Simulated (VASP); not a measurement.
Consider the following.

```
CELL_PARAMETERS angstrom
      0.00000     2.99958     2.99958
      2.99958     0.00000     2.99958
      2.99958     2.99958     0.00000
ATOMIC_POSITIONS crystal
  Cu 0.00000 0.00000 0.00000
  I  0.25000 0.25000 0.25000
```

The numbers are results of revTPSS meta-GGA, VASP's PBE PAW potentials (set 64) (plane waves; VASP), not measurements. Numerical set-up: 520 eV cut-off, 9×9×9 Γ-centred mesh, tetrahedra with Blöchl corrections, potentials Cu I.

Unless said otherwise, spin-orbit coupling is left out, though it shifts the bands of the heavy elements here.

Question: Estimate the energy per atom (σ→0), band gap (over mesh and band path) with the smallest direct gap where there is one.

Answer: 
```yaml
band gap (over mesh and band path): 1.37 eV
smallest direct gap (over mesh and band path): 1.37 eV
energy per atom (σ→0): 9.643 eV/atom
```

The compound is CuI in the zinc blende structure. It was relaxed first.
